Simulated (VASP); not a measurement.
Runs of VASP 6.6.1 on CsLiCr2Te2S3. Symmetry: R32, No. 155, trigonal system. The conventional cell has a = 6.639 Å, b = 6.639 Å, c = 20.639 Å, α = 90.00°, β = 90.00°, γ = 120.00°. Cs (site symmetry 32) is surrounded by 6 Te at 3.84 Å and 6 S at 4.04 Å and 2 Cr at 4.16 Å. Around Li (site symmetry 32) lie 3 S at 2.41 Å. Around Cr (site symmetry 3) lie 3 S at 2.24 Å and 1 Te at 2.45 Å. Te (site symmetry 3) has 1 Cr at 2.45 Å as nearest neighbours. S (site symmetry 2) has 2 Cr at 2.24 Å and 1 Li at 2.41 Å as nearest neighbours. The cell was built by a generator and needn't be a form met in nature.

```csv
level,gap on the mesh (eV),pressure (GPa),moment (μB),relaxed volume (Å³/atom),largest force (eV/Å)
PBE+D2,none,0.0,4.00,25.49,0.01
PBE+D4,none,0.0,4.00,(a),0.01
PBE+TS,none,0.0,4.00,25.54,0.01
PBE+D3(BJ),none,0.0,4.00,26.19,0.01
PBE+D3,none,0.0,4.00,(b),0.02
```

Alike in all rows: task relaxation of cell and atoms; potentials or basis VASP PAW PBE potentials, release 64 (Cs_sv, Li_sv, Cr_pv, Te, S); spin collinear, ferromagnetic start; cell relaxed; k mesh 5 × 5 × 5; cutoff (eV) 600; smearing fermi-dirac 0.05 eV.

**Question.** Estimate the missing entries.

**Answer.** (a) 28.39; (b) 27.19.

Caveats: the cutoff is under 1.25 times the usual one of these potentials, so pressure, stress and relaxed cells hold a basis-set (Pulay) error; only a ferromagnetic start was run, and an antiferromagnetic order may lie lower in energy; pairwise dispersion overbinds metals, which lowers pressure and volume; atom-pairwise D2, TS and ULG terms overbind metals (some runs).

A k mesh can miss the band edges, and the runs leave out spin-orbit coupling on Cs, Te.

A gap of «none» marks a metal or a gap under the smearing width.
